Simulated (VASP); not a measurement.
Input:

```yaml
crystal:
  lattice:
    - [0.00000, 2.85681, 2.85681]
    - [2.85681, 0.00000, 2.85681]
    - [2.85681, 2.85681, 0.00000]
  atoms:
    - { symbol: Cd, position: [0.00000, 0.00000, 0.00000] }
    - { symbol: S, position: [0.25000, 0.25000, 0.25000] }
```

The numbers are results of LDA (Ceperley-Alder, Perdew-Zunger), VASP's LDA PAW potentials (set 64) (plane waves; VASP), not measurements. Numerical set-up: 520 eV cut-off, 8×8×8 Γ-centred mesh, Gaussian smearing of 0.050 eV, potentials Cd S.

**Question.** Give the stress tensor in GPa (positive for a compressed cell).

**Answer.** 
```
2.22  0.00  0.00
0.00  2.22  0.00
0.00  0.00  2.22
```
The pressure is its mean diagonal, 2.22 GPa.

The compound is CdS in the zinc blende structure, a metastable form; wurtzite is the usual one. This cell is one point of a volume scan, at 0.97 of the reference volume.
